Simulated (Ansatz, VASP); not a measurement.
# Si106SnGe25 (amorphous Si0.8Ge0.2) in two plane-wave programs

One calculation is typed for both programs; each brings its own data sets. How far apart do they land? Of the first pair: The structure shown is the start of the Ansatz relaxation below; VASP solves that cell, so the two are compared at the walk's first step.

Calculated with Ansatz 0.2.0; plane waves, with VASP 6.6.1 beside it; single point at PBEsol.

## Step 1: The structure

The cell holds 132 atoms: 106 Si, 25 Ge and 1 Sn. Cell: a = 14.027 Å, b = 14.027 Å, c = 14.027 Å, α = 90.0°, β = 90.0°, γ = 90.0°. It derives from Si53Ge13 (amorphous Si0.8Ge0.2). As first built, before any earlier steps moved the atoms (in the runner's words): 132 atoms (106 Si, 26 Ge) placed at random at 2.93 g/cm^3, melted at 3500 K for 10 ps at fixed volume with the Tersoff potential (Tersoff, Phys. Rev. B 39, 5566 (1989)). Quenched from 3500 K to 500 K at 5 K/ps and fixed volume, annealed at 1000 K for 20 ps, held 5 ps. Nearest the centre at fractional (0.071, 0.327, 0.286): Sn132 at 0.00 Å, Si13 at 2.51 Å, Si44 at 2.53 Å, Si62 at 2.56 Å, Ge125 at 2.71 Å, Si58 at 2.87 Å, Ge130 at 3.18 Å, Si54 at 3.39 Å.

## Step 2: Ansatz: relaxation, PBEsol

Ansatz runs on its default PAW (the set named soft_2) files.

The two programs are compared at the cell with which this relaxation starts, whose forces are those of its first step.

The input, input.yaml:

```yaml
crystal:
  lattice:
    - [14.0275, 0.0, 0.0]
    - [0.0, 14.0275, 0.0]
    - [0.0, 0.0, 14.0275]
  atoms:
    - { symbol: Si, position: [0.73435, 0.09473, 0.30598] }
    - { symbol: Si, position: [0.56747, 0.60893, 0.66889] }
[... 2 atom lines left out ...]
    - { symbol: Si, position: [0.4637, 0.45639, 0.27554] }
[... 3 atom lines left out ...]
    - { symbol: Si, position: [0.80541, 0.14362, 0.98787] }
[... 3 atom lines left out ...]
    - { symbol: Si, position: [0.94208, 0.45037, 0.28022] }
    - { symbol: Si, position: [0.15742, 0.58192, 0.12665] }
[... 14 atom lines left out ...]
    - { symbol: Si, position: [0.0836, 0.0245, 0.00668] }
    - { symbol: Si, position: [0.0444, 0.2775, 0.70422] }
    - { symbol: Si, position: [0.33117, 0.04446, 0.13525] }
    - { symbol: Si, position: [0.80237, 0.40664, 0.62264] }
    - { symbol: Si, position: [0.83619, 0.34495, 0.35615] }
[... 1 atom line left out ...]
    - { symbol: Si, position: [0.99796, 0.63221, 0.08846] }
[... 8 atom lines left out ...]
    - { symbol: Si, position: [0.14288, 0.29533, 0.44805] }
[... 9 atom lines left out ...]
    - { symbol: Si, position: [0.04995, 0.42321, 0.50612] }
[... 3 atom lines left out ...]
    - { symbol: Si, position: [0.97658, 0.16579, 0.20323] }
[... 3 atom lines left out ...]
    - { symbol: Si, position: [0.22035, 0.37376, 0.19139] }
[... 1 atom line left out ...]
    - { symbol: Si, position: [0.8733, 0.39113, 0.02787] }
[... 5 atom lines left out ...]
    - { symbol: Si, position: [0.9561, 0.19702, 0.57475] }
[... 1 atom line left out ...]
    - { symbol: Si, position: [0.33009, 0.07382, 0.37489] }
    - { symbol: Si, position: [0.00843, 0.69259, 0.4236] }
[... 4 atom lines left out ...]
    - { symbol: Si, position: [0.93357, 0.06376, 0.07206] }
[... 1 atom line left out ...]
    - { symbol: Si, position: [0.35268, 0.39039, 0.95108] }
[... 2 atom lines left out ...]
    - { symbol: Si, position: [0.30076, 0.52031, 0.44658] }
    - { symbol: Si, position: [0.90382, 0.33838, 0.5092] }
[... 3 atom lines left out ...]
    - { symbol: Si, position: [0.88382, 0.51859, 0.13901] }
    - { symbol: Si, position: [0.22005, 0.44806, 0.04095] }
[... 5 atom lines left out ...]
    - { symbol: Si, position: [0.07945, 0.14282, 0.47971] }
[... 2 atom lines left out ...]
    - { symbol: Si, position: [0.38376, 0.23588, 0.37641] }
[... 1 atom line left out ...]
    - { symbol: Si, position: [0.20908, 0.0248, 0.26705] }
    - { symbol: Si, position: [0.01719, 0.32407, 0.97589] }
[... 2 atom lines left out ...]
    - { symbol: Si, position: [0.10496, 0.45685, 0.91705] }
    - { symbol: Si, position: [0.82598, 0.22258, 0.24454] }
    - { symbol: Si, position: [0.21166, 0.52822, 0.28126] }
    - { symbol: Ge, position: [0.76653, 0.27368, 0.09036] }
    - { symbol: Ge, position: [0.37817, 0.31174, 0.22653] }
    - { symbol: Ge, position: [0.21455, 0.13869, 0.03651] }
    - { symbol: Ge, position: [0.94025, 0.93485, 0.36074] }
[... 3 atom lines left out ...]
    - { symbol: Ge, position: [0.11765, 0.51532, 0.63668] }
[... 9 atom lines left out ...]
    - { symbol: Ge, position: [0.37562, 0.59138, 0.22193] }
    - { symbol: Ge, position: [0.10041, 0.252, 0.10992] }
[... 1 atom line left out ...]
    - { symbol: Ge, position: [0.30297, 0.3426, 0.48313] }
    - { symbol: Ge, position: [0.15003, 0.02902, 0.58886] }
    - { symbol: Ge, position: [0.04824, 0.07106, 0.32534] }
    - { symbol: Sn, position: [0.0714, 0.32707, 0.28581] }
    - { symbol: Ge, position: [0.05594, 0.53533, 0.37385] }
    - { symbol: Ge, position: [0.66632, 0.37312, 0.3614] }
kpoints:
  mp_grid: { grid: [1, 1, 1] }
hamiltonian:
  xc: pbesol
scf:
  occupations: { method: fermi_dirac, width: 0.025 }
output:
  forces: true
  eigenvalues: true
relax:
  f_tol: 0.05
  max_steps: 90
```

On the command line:

```console
> ansatz run input.yaml --threads 4 --pin off --max-ram 8192MiB --backend cpu --events-out ev --progress --plain --runs-dir out
```

Numbers of over 12 decimals in the logs are rounded to 6 here.

What it wrote:

```text
Engine: ansatz 0.2.0, aarch64-unknown-linux-gnu
Pseudopotentials: kind: paw
Pseudopotential: Si, paw, valence charge 4, recommended cutoff 420 eV (normal), Si.paw.azcp
Pseudopotential: Ge, paw, valence charge 14, recommended cutoff 420 eV (normal), Ge.paw.azcp
Pseudopotential: Sn, paw, valence charge 14, recommended cutoff 420 eV (normal), Sn.paw.azcp
Functional definition: PBEsol
  exchange = pbesol_x
  correlation = pbesol_c
Crystal: 132 atoms, lattice volume = 2760.202 Å³
Basis set: ecut = 420 eV, 54171 PW (Γ), exchange–correlation on 192×192×192 points (8 copies of the dense FFT grid, shifted against one another)
Bands: 526, of which v1, the nominal top of the filled ones, is band 394 counted from 1 (393 counted from 0)
Symmetry: 1 space group operations
Space group: P1 (ITA 1), of the structure as read, at distance tolerance 1.4e-4 Å
k-points: 1
Non-local potential: Si, projectors of the file, l = 0: 2, l = 1: 2, l = 2: 2
Non-local potential: Ge, projectors of the file, l = 0: 2, l = 1: 2, l = 2: 3, l = 3: 1
Non-local potential: Sn, projectors of the file, l = 0: 2, l = 1: 2, l = 2: 2, l = 3: 2
PAW form: soft (Blöchl's): semilocal exchange-correlation on the pseudo side does not see the compensation charge
PAW frozen core: Si, regenerated for the run's functional, and the local potential with it (the file was generated under x = pbe(κ = 0.804, μ = 0.219515), c = pbe(β = 0.066725))
PAW frozen core: Ge, regenerated for the run's functional, and the local potential with it (the file was generated under x = pbe(κ = 0.804, μ = 0.219515), c = pbe(β = 0.066725))
PAW frozen core: Sn, regenerated for the run's functional, and the local potential with it (the file was generated under x = pbe(κ = 0.804, μ = 0.219515), c = pbe(β = 0.066725))
PAW one-centre angular grid: Si, 110 points (default); XC on 64 Gauss nodes
PAW one-centre angular grid: Ge, 590 points (default); XC on 64 Gauss nodes
PAW one-centre angular grid: Sn, 590 points (default); XC on 64 Gauss nodes
Initial density: superposition of atomic densities (neutral atoms: chi_scale 0, normalization atom), corrected by the library's trained network
Initial wavefunctions: pseudopotential atomic-orbital guess
Functional: x = pbesol(κ = 0.804, μ = 0.123457), c = pbesol(β = 0.046)
SCF iter   1: F=—  HF=-178138.650905 eV  |F-HF|=—  |Δ(HF+E_count)|=         —  Δρ=3.75e-3  dr2=1.40e0  ethr=1.77e-3  ⟨swp⟩=6.0  Hψ=2198  notcnv=0  defer=46
preconditioner: auto → Resta (q_TF=auto, 2.214 Å⁻¹)  ε∞=5.6  [insulator: Δε(μ)=0.225 eV  Ē_g=7.603 eV  σ=0.025 eV  W_gap=0.98  n_scr=484 (ndim 8)  ℏωp=16.2 eV  f_vac=0.007  D(μ)=2.16/eV (n_scr^D=0)  ε∞_Penn≈5.6]
SCF iter   2: F=—  HF=-178138.454112 eV  |F-HF|=—  |Δ(HF+E_count)|=   1.97e-1  Δρ=2.00e-3  dr2=2.57e-1  ethr=1.78e-4  ⟨swp⟩=2.0  Hψ=609  notcnv=0  defer=102
SCF iter   3: F=—  HF=-178138.404848 eV  |F-HF|=—  |Δ(HF+E_count)|=   4.93e-2  Δρ=4.58e-4  dr2=1.12e-2  ethr=3.26e-5  ⟨swp⟩=2.0  Hψ=708  notcnv=0  defer=112
SCF iter   4: F=—  HF=-178138.404886 eV  |F-HF|=—  |Δ(HF+E_count)|=   3.77e-5  Δρ=1.59e-4  dr2=1.26e-3  ethr=1.42e-6  ⟨swp⟩=2.0  Hψ=907  notcnv=0  defer=112
SCF iter   5: F=—  HF=-178138.404860 eV  |F-HF|=—  |Δ(HF+E_count)|=   2.59e-5  Δρ=7.20e-5  dr2=1.79e-4  ethr=1.60e-7  ⟨swp⟩=2.0  Hψ=796  notcnv=0  defer=112
SCF iter   6: F=-178138.404871 eV  HF=-178138.404857 eV  |F-HF|=1.45e-5  |Δ(HF+E_count)|=   3.35e-6  Δρ=2.73e-5  dr2=3.16e-5  ethr=7.93e-9  ⟨swp⟩=12.0  Hψ=2848  notcnv=0
SCF 1 converged in 6 iterations: F = -178138.404871 eV  dr2 = 3.16e-5
  greatest PAW one-centre occupation: 0.998 electrons in one spin orbital (limit 2), on the Ge atom at site 124 (counted from 0), in its partial waves of l = 2
relax step   1: F+E_penalty+E_count = -178138.40487146 eV  Δ(F+E_penalty+E_count) = +0.000e0 eV  max|allowed force component| = 9.596e-1 eV/Å  Δτ_max = 0.0000 Å  (6 SCF iters, dr2 threshold 6.25e-5 eV, accepted)
Initial density: handed on by an earlier stage of this run
Initial wavefunctions: those handed on with the density
iter 1 solved again at ethr=2.79e-5 eV; its pass at ethr=3.10e-3 eV (dr2=2.20e-1 eV) is discarded
SCF iter   1: F=—  HF=-178138.710301 eV  |F-HF|=—  |Δ(HF+E_count)|=         —  Δρ=2.27e-3  dr2=2.01e-1  ethr=2.79e-5  ⟨swp⟩=2.0  Hψ=1577  notcnv=0  defer=112
preconditioner: auto → Resta (q_TF=auto, 2.214 Å⁻¹)  ε∞=5.6  [insulator: Δε(μ)=0.176 eV  Ē_g=7.608 eV  σ=0.025 eV  W_gap=0.94  n_scr=484 (ndim 8)  ℏωp=16.2 eV  f_vac=0.007  D(μ)=5.42/eV (n_scr^D=6)  ε∞_Penn≈5.6]
SCF iter   2: F=—  HF=-178138.684017 eV  |F-HF|=—  |Δ(HF+E_count)|=   2.63e-2  Δρ=1.20e-3  dr2=3.37e-2  ethr=2.56e-5  ⟨swp⟩=2.0  Hψ=548  notcnv=0  defer=112
SCF iter   3: F=—  HF=-178138.679852 eV  |F-HF|=—  |Δ(HF+E_count)|=   4.16e-3  Δρ=2.37e-4  dr2=1.30e-3  ethr=4.28e-6  ⟨swp⟩=2.0  Hψ=700  notcnv=0  defer=112
[...]
- { symbol: Si, position: [0.643042, 0.038206, 0.802121] }
    - { symbol: Si, position: [0.366601, 0.865853, 0.888290] }
    - { symbol: Si, position: [0.084069, 0.023941, 0.00569217] }
    - { symbol: Si, position: [0.045288, 0.278274, 0.703024] }
    - { symbol: Si, position: [0.331284, 0.044987, 0.134448] }
    - { symbol: Si, position: [0.802267, 0.406673, 0.622059] }
    - { symbol: Si, position: [0.833750, 0.343876, 0.356447] }
    - { symbol: Si, position: [0.327913, 0.467911, 0.798942] }
    - { symbol: Si, position: [0.997996, 0.632232, 0.088677] }
    - { symbol: Si, position: [0.791533, 0.940708, 0.267398] }
    - { symbol: Si, position: [0.524999, 0.568077, 0.955235] }
    - { symbol: Si, position: [0.443769, 0.388755, 0.708612] }
    - { symbol: Si, position: [0.525417, 0.466806, 0.589020] }
    - { symbol: Si, position: [0.106265, 0.861158, 0.043563] }
    - { symbol: Si, position: [0.430609, 0.650069, 0.070962] }
    - { symbol: Si, position: [0.036216, 0.618690, 0.927608] }
    - { symbol: Si, position: [0.941651, 0.418793, 0.740313] }
    - { symbol: Si, position: [0.146713, 0.292441, 0.465406] }
    - { symbol: Si, position: [0.280515, 0.240096, 0.904757] }
    - { symbol: Si, position: [0.520034, 0.799524, 0.853970] }
    - { symbol: Si, position: [0.673461, 0.632102, 0.00619222] }
    - { symbol: Si, position: [0.663277, 0.844817, 0.326513] }
    - { symbol: Si, position: [0.685984, 0.031029, 0.964061] }
    - { symbol: Si, position: [0.214718, 0.244257, 0.742523] }
[...]
- { symbol: Si, position: [0.724889, 0.584532, 0.169836] }
    - { symbol: Si, position: [0.208591, 0.025529, 0.266080] }
    - { symbol: Si, position: [0.018643, 0.324673, 0.975751] }
    - { symbol: Si, position: [0.434172, 0.708652, 0.328243] }
    - { symbol: Si, position: [0.037513, 0.805494, 0.299113] }
    - { symbol: Si, position: [0.106005, 0.457409, 0.916300] }
    - { symbol: Si, position: [0.826105, 0.222190, 0.243843] }
    - { symbol: Si, position: [0.212314, 0.525339, 0.280069] }
    - { symbol: Ge, position: [0.767398, 0.273939, 0.089779] }
    - { symbol: Ge, position: [0.381462, 0.310936, 0.225986] }
    - { symbol: Ge, position: [0.214652, 0.138336, 0.035198] }
    - { symbol: Ge, position: [0.940224, 0.933997, 0.361297] }
    - { symbol: Ge, position: [0.053445, 0.881361, 0.623299] }
    - { symbol: Ge, position: [0.552947, 0.232137, 0.372665] }
    - { symbol: Ge, position: [0.294679, 0.980997, 0.511567] }
    - { symbol: Ge, position: [0.117038, 0.518115, 0.637756] }
    - { symbol: Ge, position: [0.534436, 0.169028, 0.784112] }
    - { symbol: Ge, position: [0.584169, 0.997105, 0.098820] }
    - { symbol: Ge, position: [0.257280, 0.734443, 0.874821] }
    - { symbol: Ge, position: [0.652659, 0.363622, 0.542506] }
    - { symbol: Ge, position: [0.506057, 0.222488, 0.132848] }
    - { symbol: Ge, position: [0.859602, 0.907748, 0.112154] }
    - { symbol: Ge, position: [0.778728, 0.598068, 0.870896] }
    - { symbol: Ge, position: [0.518628, 0.724600, 0.552307] }
    - { symbol: Ge, position: [0.718263, 0.677696, 0.329216] }
    - { symbol: Ge, position: [0.375751, 0.589621, 0.221036] }
    - { symbol: Ge, position: [0.101731, 0.251712, 0.109046] }
    - { symbol: Ge, position: [0.603535, 0.191869, 0.531980] }
    - { symbol: Ge, position: [0.306915, 0.342545, 0.485104] }
    - { symbol: Ge, position: [0.149510, 0.027129, 0.590566] }
    - { symbol: Ge, position: [0.048409, 0.071186, 0.326183] }
    - { symbol: Sn, position: [0.069151, 0.327206, 0.294005] }
    - { symbol: Ge, position: [0.055326, 0.535036, 0.374141] }
    - { symbol: Ge, position: [0.664617, 0.370640, 0.361359] }
```

Reading the cycles: dr2 is the Hartree energy of the density residual (eV), the measure of convergence; HF is the Harris–Foulkes estimate of the energy, which meets the free energy F at convergence.

## Step 3: VASP: single point, PBEsol, start cell, pair 1

The same cell, functional, mesh and smearing now go to VASP, with its own data sets.

Lines of VASP's logs that name or quote its potential files are left out, and so is its time.

The input, INCAR:

```
SYSTEM = Si106SnGe25
PREC = Accurate
ENCUT = 410
EDIFF = 1E-06
NELM = 120
ISMEAR = -1
SIGMA = 0.025
LREAL = Auto
ALGO = Normal
GGA = PS
NBANDS = 486
LORBIT = 11
LWAVE = .FALSE.
LCHARG = .FALSE.
ISIF = 2
LASPH = .TRUE.
GGA_COMPAT = .FALSE.
EFERMI = MIDGAP
```

The input, POSCAR:

```
Si106SnGe25
1.0
   14.0275000000      0.0000000000      0.0000000000
    0.0000000000     14.0275000000      0.0000000000
    0.0000000000      0.0000000000     14.0275000000
Si Ge Sn
106 25 1
Direct
    0.7343503832      0.0947282124      0.3059775441
    0.5674710390      0.6089324541      0.6688932454
[... 2 atom lines left out ...]
    0.4637034397      0.4563892354      0.2755373374
[... 3 atom lines left out ...]
    0.8054108002      0.1436178934      0.9878666904
[... 3 atom lines left out ...]
    0.9420780610      0.4503724826      0.2802209945
    0.1574193548      0.5819212262      0.1266512208
[... 14 atom lines left out ...]
    0.0836000713      0.0245018713      0.0066797362
    0.0443985029      0.2774977722      0.7042167172
    0.3311709143      0.0444626626      0.1352486188
    0.8023667795      0.4066369631      0.6226412404
    0.8361931919      0.3449509891      0.3561504188
[... 1 atom line left out ...]
    0.9979611477      0.6322081625      0.0884619497
[... 8 atom lines left out ...]
    0.1428764926      0.2953270362      0.4480484762
[... 9 atom lines left out ...]
    0.0499518802      0.4232115487      0.5061201212
[... 3 atom lines left out ...]
    0.9765817145      0.1657886295      0.2032293709
[... 3 atom lines left out ...]
    0.2203528783      0.3737586883      0.1913883443
[... 1 atom line left out ...]
    0.8732988772      0.3911317056      0.0278666904
[... 5 atom lines left out ...]
    0.9561005168      0.1970201390      0.5747495990
[... 1 atom line left out ...]
    0.3300873285      0.0738192836      0.3748921761
    0.0084334343      0.6925895562      0.4235965069
[... 4 atom lines left out ...]
    0.9335733381      0.0637604705      0.0720584566
[... 1 atom line left out ...]
    0.3526786669      0.3903903048      0.9510818036
[... 2 atom lines left out ...]
    0.3007592230      0.5203065407      0.4465799323
    0.9038175013      0.3383781857      0.5091997861
[... 3 atom lines left out ...]
    0.8838210658      0.5185884869      0.1390126537
    0.2200534664      0.4480627339      0.0409481376
[... 5 atom lines left out ...]
    0.0794510782      0.1428194618      0.4797077170
[... 2 atom lines left out ...]
    0.3837604705      0.2358795224      0.3764106220
[... 1 atom line left out ...]
    0.2090821600      0.0248012832      0.2670468722
    0.0171876671      0.3240705757      0.9758902156
[... 2 atom lines left out ...]
    0.1049581180      0.4568526109      0.9170486544
    0.8259775441      0.2225770807      0.2445410800
    0.2116628052      0.5282195687      0.2812618072
    0.7665300303      0.2736767065      0.0903582249
    0.3781714489      0.3117376582      0.2265264659
    0.2145499911      0.1386918553      0.0365068615
    0.9402530743      0.9348494030      0.3607414008
[... 3 atom lines left out ...]
    0.1176474782      0.5153234718      0.6366779540
[... 9 atom lines left out ...]
    0.3756193192      0.5913812155      0.2219283550
    0.1004099091      0.2519978613      0.1099198004
[... 1 atom line left out ...]
    0.3029691677      0.3425984673      0.4831295669
    0.1500267332      0.0290215648      0.5888576011
    0.0482409553      0.0710604170      0.3253395117
    0.0559401176      0.5353270362      0.3738513634
    0.6663197291      0.3731170914      0.3613972554
    0.0714026020      0.3270718232      0.2858100160
```

The input, KPOINTS:

```
Automatic mesh
0
Gamma
1 1 1
0 0 0
```

The projector-augmented-wave data sets are Si, Ge_d and Sn_d (PBE family, release 64).

On the command line:

```console
> export OMP_NUM_THREADS=3
> mpirun -np 1 vasp_gam
```

What it wrote:

```text
[banner, memory and clock lines left out]
running    1 mpi-ranks, on    1 nodes
[...]
Offloading initialized ...    1 GPUs detected
[...]
|                                                                             |
|               ----> ADVICE to this user running VASP <----                  |
|                                                                             |
|     You enforced a specific xc type in the INCAR file but a different       |
|     [... a line on the potential file left out ...]
|     I HOPE YOU KNOW WHAT YOU ARE DOING!                                     |
|                                                                             |

 LDA part: xc-table for (Slater+PW92), standard interpolation
 POSCAR, INCAR and KPOINTS ok, starting setup
[...]
entering main loop
       N       E                     dE             d eps       ncg     rms          rms(c)
DAV:   1     0.130304116613E+05    0.13030E+05   -0.24429E+05  1060   0.245E+03
DAV:   2     0.217483921004E+04   -0.10856E+05   -0.10513E+05   972   0.655E+02
DAV:   3    -0.350671272980E+03   -0.25255E+04   -0.23580E+04  1138   0.222E+02
DAV:   4    -0.705696256059E+03   -0.35502E+03   -0.34007E+03  1224   0.841E+01
[...]
DAV:  17    -0.709949411203E+03   -0.34788E-05   -0.56402E-06  1048   0.125E-02    0.292E-03
DAV:  18    -0.709949412491E+03   -0.12887E-05   -0.25578E-06   848   0.337E-03    0.168E-03
DAV:  19    -0.709949413143E+03   -0.65187E-06   -0.85594E-07   728   0.288E-03
   1 F= -.70994941E+03 E0= -.70994124E+03  d E =-.163536E-01
```

From OUTCAR (step 3):

```text
  FREE ENERGIE OF THE ION-ELECTRON SYSTEM (eV)
  ---------------------------------------------------
  free  energy   TOTEN  =      -709.9494131432 eV

  energy  without entropy=     -709.9330595098  energy(sigma->0) =     -709.94123633
```

The run ends at a pressure of -1.26 GPa, with forces up to 1.1 eV/Å.

## Step 4: Side by side

Known differences besides the potentials themselves: the cutoff is 420 eV in Ansatz and 410 eV in VASP (PREC = Accurate, projectors in real space); Ansatz makes its cores anew for this functional, VASP keeps those of its PBE data sets. Total energies have different zeros and are not compared.

Forces on 10 of the 132 atoms, those with the largest forces and the largest differences (eV/Å; atoms numbered as in POSCAR):

| atom | Ansatz x, y, z | VASP x, y, z |
| --- | --- | --- |
| Si13 | -0.861, 0.729, -0.079 | -0.849, 0.727, -0.075 |
| Si27 | 0.002, 0.008, 0.000 | -0.010, 0.017, -0.003 |
| Si44 | 0.391, -0.272, 0.960 | 0.399, -0.273, 0.952 |
| Si58 | -0.205, -0.338, -0.133 | -0.193, -0.339, -0.128 |
| Si62 | 0.920, 0.209, -0.619 | 0.918, 0.201, -0.613 |
| Si63 | 0.002, 0.017, -0.016 | 0.013, 0.009, -0.010 |
| Si95 | 0.007, -0.004, 0.056 | 0.014, -0.018, 0.051 |
| Ge125 | 0.153, -0.239, -0.625 | 0.154, -0.243, -0.630 |
| Ge130 | -0.018, 0.164, 0.047 | -0.021, 0.168, 0.049 |
| Sn132 | -0.291, -0.402, 0.195 | -0.292, -0.397, 0.199 |

The forces differ by 5.0 meV/Å r.m.s., which is 4.6 % of the r.m.s. force of 0.109 eV/Å (both taken over all components).

(Continued in part 2 of 2.)

[Lines on the potential files, build, host, timing and source positions are cut from VASP's logs without a mark.]

[Logs are printed without paths, hosts, clocks, repeated set-up lines and the standing remarks that a program may print on its own settings, such as how far it seeks lower states.]

[Hosts, paths, dates, database ids (printed as entryN), source tags and the programs' standing remarks are cut or masked in the printed files.]
